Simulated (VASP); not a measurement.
Here is a VASP 6.6.1 calculation.

The input INCAR:

```
SYSTEM = Nb4SiSb2
PREC = Accurate ; ENCUT = 600
EDIFF = 1E-6 ; ISMEAR = 0
SIGMA = 0.03 ; LREAL = .False.
LASPH = .True. ; NELM = 80
ALGO = Normal ; ISIF = 3
LWAVE = .False. ; LCHARG = .False.
GGA = PE ; IVDW = 12
IBRION = 2 ; NSW = 90
EDIFFG = -0.01 ; KPAR = 4
```

The input KPOINTS:

```
regular mesh
0
Gamma
  6 6 6
  0 0 0
```

File POSCAR:

```
Nb4SiSb2
1.0
   -5.1819000000      5.1819000000      2.4575500000
    5.1819000000     -5.1819000000      2.4575500000
    5.1819000000      5.1819000000     -2.4575500000
Nb Si Sb
8 2 4
Direct
    0.0853000000      0.7930500000      0.8783500000
    0.9147000000      0.2069500000      0.1216500000
    0.7930500000      0.9147000000      0.7077500000
    0.2069500000      0.0853000000      0.2922500000
    0.4147000000      0.2930500000      0.7077500000
    0.5853000000      0.7069500000      0.2922500000
    0.7069500000      0.4147000000      0.1216500000
    0.2930500000      0.5853000000      0.8783500000
    0.2500000000      0.2500000000      0.0000000000
    0.7500000000      0.7500000000      0.0000000000
    0.8596300000      0.6403700000      0.5000000000
    0.1403700000      0.3596300000      0.5000000000
    0.6403700000      0.1403700000      0.7807400000
    0.3596300000      0.8596300000      0.2192600000
```

Potentials or basis: VASP PAW PBE potentials, release 64 (Nb_sv, Si, Sb).

Launch:

```console
$ cat potpaw_PBE.64/Nb_sv/POTCAR potpaw_PBE.64/Si/POTCAR potpaw_PBE.64/Sb/POTCAR > POTCAR
$ mpirun -np 4 vasp_std > vasp.out
```

Task: What does it give for the relaxed volume?

Result: 18.43 Å³/atom.

Task: Estimate the space group after relaxing (to 0.05 Å).

Result: I4/mcm (No. 140).

Task: What does it give for the relaxed cell?

Result: a = 7.668 Å, b = 7.668 Å, c = 7.668 Å, α = 95.82°, β = 95.82°, γ = 142.86°.

Final structure:
```yaml
crystal:
  lattice:
    - [-5.13958, 5.13958, 2.44221]
    - [5.13958, -5.13958, 2.44221]
    - [5.13958, 5.13958, -2.44221]
  atoms:
    - { symbol: Nb, position: [0.08663, 0.79345, 0.88008] }
    - { symbol: Nb, position: [0.91337, 0.20655, 0.11992] }
    - { symbol: Nb, position: [0.79345, 0.91337, 0.70682] }
    - { symbol: Nb, position: [0.20655, 0.08663, 0.29318] }
    - { symbol: Nb, position: [0.41337, 0.29345, 0.70682] }
    - { symbol: Nb, position: [0.58663, 0.70655, 0.29318] }
    - { symbol: Nb, position: [0.70655, 0.41337, 0.11992] }
    - { symbol: Nb, position: [0.29345, 0.58663, 0.88008] }
    - { symbol: Si, position: [0.25000, 0.25000, 0.00000] }
    - { symbol: Si, position: [0.75000, 0.75000, 0.00000] }
    - { symbol: Sb, position: [0.86339, 0.63661, 0.50000] }
    - { symbol: Sb, position: [0.13661, 0.36339, 0.50000] }
    - { symbol: Sb, position: [0.63661, 0.13661, 0.77321] }
    - { symbol: Sb, position: [0.36339, 0.86339, 0.22679] }
```

Caveat: pairwise dispersion overbinds metals, which lowers pressure and volume. The run has no spin-orbit coupling, so splittings on Sb are missing.
